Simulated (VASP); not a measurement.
Consider the following.

```
InAs
1.0
    4.30939     0.00000     0.00000
   -2.15469     3.73204     0.00000
    0.00000     0.00000     7.08400
In As
2 2
Direct
  0.66667   0.33333   0.50062
  0.33333   0.66667   0.00062
  0.66667   0.33333   0.87488
  0.33333   0.66667   0.37488
```

The numbers are results of r2SCAN meta-GGA, VASP's PBE PAW potentials (set 64) (plane waves; VASP), not measurements. Run with 400 eV cut-off, 7×7×4 Γ-centred mesh, tetrahedra with Blöchl corrections, potentials In_d As.

The cores are frozen, which limits the accuracy of field gradients.

### Question
Give the principal components of the electric field gradient (V/Å²) and the asymmetry η at each nucleus.

### Answer

| atom | Vxx | Vyy | Vzz | η |
|---|---|---|---|---|
| In1 | -2.3 | -2.3 | 4.7 | 0.00 |
| In2 | -2.3 | -2.3 | 4.7 | 0.00 |
| As3 | -4.0 | -4.0 | 8.0 | 0.00 |
| As4 | -4.0 | -4.0 | 8.0 | 0.00 |

The structure comes from a computed database's InAs entry (P6_3mc); how it stands against other phases isn't given here. It was relaxed first.
